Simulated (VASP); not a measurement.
VASP input:

KPOINTS:
```
kpoints
0
G
5 5 5
0 0 0
```

**INCAR**
```
SYSTEM = Se
PREC = Accurate
ENCUT = 520
EDIFF = 1E-7
NELM = 100
ALGO = Normal
LREAL = .FALSE.
LASPH = .TRUE.
ISMEAR = -5
GGA = RE
LMAXMIX = 4
LWAVE = .FALSE.
LCHARG = .TRUE.
LORBIT = 11
NEDOS = 601
ISIF = 2
LEFG = .TRUE.
```

POSCAR:
```
Se
1
    3.1477041831    -5.4519835357    -0.0000000000
    3.1477041831     5.4519835357     0.0000000000
    0.0000000000     0.0000000000     4.9887174729
Se
3
Direct
  1.0000000000   0.1554816998   0.6666670000
  0.8445183001   0.8445183001   0.0000000000
  0.1554816998   1.0000000000   0.3333330000
```

POTCAR, in this order: Se (PBE.64 set). Program: vasp_std.

Problem. Write an equivalent input for Ansatz.

Solution. One equivalent input (not run):
Ansatz 0.2 input:
```yaml
crystal:
  lattice:
    - [3.1477042, -5.4519835, 0.0000000]
    - [3.1477042, 5.4519835, 0.0000000]
    - [0.0000000, 0.0000000, 4.9887175]
  atoms:
    - { symbol: Se, position: [1.0000000, 0.1554817, 0.6666670] }
    - { symbol: Se, position: [0.8445183, 0.8445183, 0.0000000] }
    - { symbol: Se, position: [0.1554817, 1.0000000, 0.3333330] }
kpoints:
  mp_grid: { grid: [5, 5, 5] }
hamiltonian:
  xc: revpbe
  pseudopotentials: { kind: paw }
scf:
  occupations: { method: tetrahedron }
  max_iter: 100
output: { forces: true, stress: true, eigenvalues: true }
```
What does not carry over: each code has its own PAW files, so the cut-off isn't converted (ENCUT is set for VASP's; basis.ecutwfc is left out, and Ansatz then takes the one that its files recommend); Ansatz stops its SCF on the density residual and VASP on the energy change (EDIFF); the field gradients of LEFG aren't asked of the other code.

The compound is Se in the trig structure. It was relaxed first, which changed the volume by +109 %.
